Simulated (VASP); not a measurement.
Consider the following.

```yaml
crystal:
  lattice:
    - [1.46973, -2.54565, 0.00000]
    - [1.46973, 2.54565, 0.00000]
    - [0.00000, 0.00000, 2.86262]
  atoms:
    - { symbol: W, position: [0.00000, 0.00000, 0.00000] }
    - { symbol: C, position: [0.33333, 0.66667, 0.50000] }
```

Calculation: PBE GGA, VASP's PBE PAW potentials (set 64) (plane waves; VASP). Settings: 600 eV cut-off, 14×14×12 Γ-centred mesh, first-order Methfessel-Paxton smearing of 0.10 eV, potentials W_sv C.

Unless said otherwise, spin-orbit coupling is left out, though it shifts the bands of the heavy elements here.

What does the run give for the energy per atom (σ→0), pressure, band gap (on the k-mesh) with the smallest direct gap where there is one?

```
Item                                                        Result
------------------------  ----------------------------------------
band gap (on the k-mesh)  none (metal, semimetal or under 0.01 eV)
energy per atom (σ→0)                              -11.223 eV/atom
pressure                                                 -5.53 GPa
```

Total energies compare only between runs with the same potentials, cut-off and functional.

The compound is WC in the wc structure. This cell was strained or had an atom moved on purpose.
